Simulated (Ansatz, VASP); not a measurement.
# InGe10H (Ge(111)-(1x1)-In, top site, H below) in two plane-wave programs, part 3 of 3

One calculation is typed for both programs; each brings its own data sets. How far apart do they land? Of the first pair: The structure shown is the start of the Ansatz relaxation below; VASP solves that cell, so the two are compared at the walk's first step.

VASP 6.6.1 and Ansatz 0.2.0.

So far. Step 4 (Side by side): The forces differ by 4.0 meV/Å r.m.s., which is 1.5 % of the r.m.s. force of 0.262 eV/Å (both taken over all components). With vacuum in the cell, a pressure given here is an average over mostly empty space and none of the material. Step 7 (Differences): The forces differ by 3.3 meV/Å r.m.s., which is 4.8 % of the r.m.s. force of 0.069 eV/Å (both taken over all components). With vacuum in the cell, a pressure given here is an average over mostly empty space and none of the material.

### Step 8. Ansatz: single point, LDA, pair 3

Level of this step: Ansatz beside VASP: Kohn-Sham DFT, plane waves, LDA (Ansatz).

A single point gives forces, pressure and levels at one fixed geometry, so differences don't come from the geometry; what else differs is listed under the comparison.

The cell is taken from a series of runs on this material, whose earlier steps may have relaxed, scaled, displaced or heated it; both programs get it as it stands.

input.yaml reads:

```yaml
crystal:
  lattice:
    - [4.002224383, 0.0, 0.0]
    - [-2.0011121915, 3.4660279874, 0.0]
    - [0.0, 0.0, 36.0081607254]
  atoms:
    - { symbol: H, position: [0.0, 0.0, 0.2486006826] }
    - { symbol: Ge, position: [0.0, 0.0, 0.2916005647] }
    - { symbol: Ge, position: [0.6666666667, 0.3333333333, 0.3142884947] }
    - { symbol: Ge, position: [0.6666666667, 0.3333333333, 0.3823522848] }
    - { symbol: Ge, position: [0.3333333333, 0.6666666667, 0.4050402148] }
    - { symbol: Ge, position: [0.3333333333, 0.6666666667, 0.472623891] }
    - { symbol: Ge, position: [0.0, 0.0, 0.4951205913] }
    - { symbol: Ge, position: [0.0, 0.0, 0.5628421889] }
    - { symbol: Ge, position: [0.6666666667, 0.3333333333, 0.5853055586] }
    - { symbol: Ge, position: [0.6666666667, 0.3333333333, 0.6530724725] }
    - { symbol: Ge, position: [0.3333333333, 0.6666666667, 0.6759284752] }
    - { symbol: In, position: [0.3333333333, 0.6666666667, 0.7517579507] }
kpoints:
  mp_grid: { grid: [12, 12, 1] }
  band_path:
    path: [[0, 0, 0], [0.5, 0, 0], [0.33333333, 0.33333333, 0], [0, 0, 0]]
    npoints: 24
hamiltonian:
  xc: lda
scf:
  occupations: { method: fermi_dirac, width: 0.05 }
  convergence: { dr2_threshold: 1.0e-09 }
efield:
  axis: 3
  dipole_correction: true
  ramp_position: 0.97
  ramp_width: 0.06
output:
  fatbands: true
  dos: { projected: true, e_range: [-8, 5] }
  write_potential: true
  write_density: true
  volumetric_format: npy
  elf: true
```

Launch:

```bash
> ansatz run input.yaml --threads 4 --pin off --max-ram 12288MiB --backend cpu --events-out ev --progress --plain --runs-dir out
```

Numbers of over 12 decimals in the logs are rounded to 6 here.

Output:

```text
[...]
Crystal: 12 atoms, lattice volume = 499.499 Å³
Basis set: ecut = 420 eV, 9841 PW (Γ)
Bands: 93, of which v1, the nominal top of the filled ones, is band 77 counted from 1 (76 counted from 0)
Symmetry: 6 space group operations
[...]
k-points: 19 of 144 (time reversal used)
[...]
k-point 0: bands = [... 73 lower, 1.7703, 1.7703, 2.0818, 2.0818, 2.1923, 2.4646, 2.5924, 2.8069, ... 12 higher]
  k-point 1: bands = [... 73 lower, 1.2906, 1.6354, 1.8706, 1.9527, 2.9575, 3.2117, 3.3249, 3.5038, ... 12 higher]
  k-point 2: bands = [... 73 lower, 0.8831, 1.2996, 1.6283, 1.7262, 3.4122, 3.6489, 3.7492, 3.8878, ... 12 higher]
  k-point 18: bands = [... 73 lower, -0.5038, -0.3977, -0.3173, 1.7836, 2.3669, 2.3832, 4.0063, 4.0074, ... 12 higher]
[key lines of the parts left out:]
SCF converged after 12 iterations
Free energy (F): -47628.252540 eV
Fermi energy:    1.839880 eV
Dipole field:    D = -0.009295 V/Å  (p = -0.025657 e·Å, saw-weighted, corrected)
Work function:   Φ+ = 4.8675 eV   Φ− = 4.5328 eV
```

### Step 9. VASP: single point, LDA, pair 3

The same cell, functional (in two slightly different forms), mesh and smearing now go to VASP, with its own data sets.

INCAR reads:

```
SYSTEM = InGe10H
PREC = Accurate
ENCUT = 410
EDIFF = 1E-06
NELM = 120
ISMEAR = -1
SIGMA = 0.05
LREAL = .FALSE.
ALGO = Normal
GGA = PW92
NBANDS = 95
LORBIT = 11
LWAVE = .FALSE.
LCHARG = .FALSE.
ISIF = 2
LDIPOL = .TRUE.
IDIPOL = 3
DIPOL = 0.5 0.5 0.484
LVHAR = .TRUE.
LASPH = .TRUE.
GGA_COMPAT = .FALSE.
NELMDL = -8
KPAR = 2
```

POSCAR reads:

```
InGe10H
1.0
    4.0022243830      0.0000000000      0.0000000000
   -2.0011121915      3.4660279874      0.0000000000
    0.0000000000      0.0000000000     36.0081607254
H Ge In
1 10 1
Direct
    0.0000000000      0.0000000000      0.2486006826
    0.0000000000      0.0000000000      0.2916005647
    0.6666666667      0.3333333333      0.3142884947
    0.6666666667      0.3333333333      0.3823522848
    0.3333333333      0.6666666667      0.4050402148
    0.3333333333      0.6666666667      0.4726238910
    0.0000000000      0.0000000000      0.4951205913
    0.0000000000      0.0000000000      0.5628421889
    0.6666666667      0.3333333333      0.5853055586
    0.6666666667      0.3333333333      0.6530724725
    0.3333333333      0.6666666667      0.6759284752
    0.3333333333      0.6666666667      0.7517579507
```

KPOINTS reads:

```
Automatic mesh
0
Gamma
12 12 1
0 0 0
```

Potentials, in the order of the species: H, Ge_d and In_d (LDA family, release 64).

Launch:

```bash
> mpirun -np 2 vasp_std
```

Output:

```text
[... set-up lines as in an earlier step ...]
 entering main loop
       N       E                     dE             d eps       ncg     rms          rms(c)
DAV:   1     0.181306688432E+04    0.18131E+04   -0.67742E+04  4717   0.295E+03
DAV:   2     0.317103644324E+03   -0.14960E+04   -0.14383E+04  3978   0.880E+02
DAV:   3    -0.240316818288E+02   -0.34114E+03   -0.33188E+03  4481   0.239E+02
DAV:   4    -0.568309826038E+02   -0.32799E+02   -0.32488E+02  4292   0.842E+01
[...]
DAV:  37    -0.568970990101E+02   -0.12753E-05   -0.38422E-07  2527   0.129E-02    0.158E-03
DAV:  38    -0.568971006091E+02   -0.15990E-05   -0.31977E-07  2551   0.503E-03    0.124E-03
DAV:  39    -0.568971012524E+02   -0.64329E-06   -0.13741E-07  2511   0.591E-03
   1 F= -.56897101E+02 E0= -.56883079E+02  d E =-.280438E-01
```

Parts of OUTCAR (step 9):

```text
  Total       -4.5425879     -4.5425879     -1.4099479     -0.0000000      0.0000000      0.0000000
  in kB      -14.5706688    -14.5706688     -4.5225065     -0.0000000      0.0000000      0.0000000
  external PRESSURE =     -11.2212814 kB  Pullay stress =       0.0000000 kB

 POSITION                                       TOTAL-FORCE (eV/Angst)
 -----------------------------------------------------------------------------------
      0.00000      0.00000      8.95165        -0.000000      0.000000     -0.014344
      0.00000      0.00000     10.50000        -0.000000      0.000000      0.362353
      2.00111      1.15534     11.31695        -0.000000      0.000000     -0.128543
      2.00111      1.15534     13.76780         0.000000      0.000000     -0.139564
     -0.00000      2.31069     14.58475         0.000000     -0.000000     -0.090947
     -0.00000      2.31069     17.01832        -0.000000      0.000000      0.000325
      0.00000      0.00000     17.82838         0.000000      0.000000      0.001767
      0.00000      0.00000     20.26691         0.000000      0.000000     -0.007984
      2.00111      1.15534     21.07578        -0.000000      0.000000      0.021089
      2.00111      1.15534     23.51594        -0.000000      0.000000     -0.022899
     -0.00000      2.31069     24.33894         0.000000     -0.000000      0.024765
     -0.00000      2.31069     27.06942        -0.000000      0.000000     -0.006016
 -----------------------------------------------------------------------------------
    total drift:                               -0.000001     -0.000002      0.006803

  FREE ENERGIE OF THE ION-ELECTRON SYSTEM (eV)
  ---------------------------------------------------
  free  energy   TOTEN  =       -56.8971012524 eV

  energy  without entropy=      -56.8690574147  energy(sigma->0) =      -56.88307933

[... 2 parts as in an earlier step ...]

[... 1 further part left out ...]
[key lines of the parts left out:]
E-fermi :   0.1022
```

### Step 10. Side by side

The two programs side by side:

| quantity | Ansatz | VASP | difference |
| --- | --- | --- | --- |
| work function, lower of the two faces (eV) | 4.53 | 4.53 | 0.00 |
| work function, higher of the two faces (eV) | 4.87 | 4.87 | 0.00 |

With vacuum in the cell, a pressure given here is an average over mostly empty space and none of the material.

### Step 11. Summary of results

```yaml
r_m_s_force_difference_single_point_lda_start_cell_pair_1: 1.5 % of the r.m.s. force
r_m_s_force_difference_single_point_lda_relaxed_cell_pair_2: 3.3 meV/Å
difference_in_work_function_higher_of_the_two_faces_single_point_lda_pair_3: -0.0043 eV
```

What this shows: The r.m.s. force difference is 1.5 % of the r.m.s. force (single point, LDA, start cell, pair 1), within the 3 % picked in this series as the mark of a large difference. Such differences can come from data sets, numerical settings and the points named under the comparisons, not from the functional's error against experiment.

[Lines on the potential files, build, host, timing and source positions are cut from VASP's logs without a mark.]

[Logs are printed without paths, hosts, clocks, repeated set-up lines and the standing remarks that a program may print on its own settings, such as how far it seeks lower states.]

[Hosts, paths, dates, database ids (printed as entryN), source tags and the programs' standing remarks are cut or masked in the printed files.]
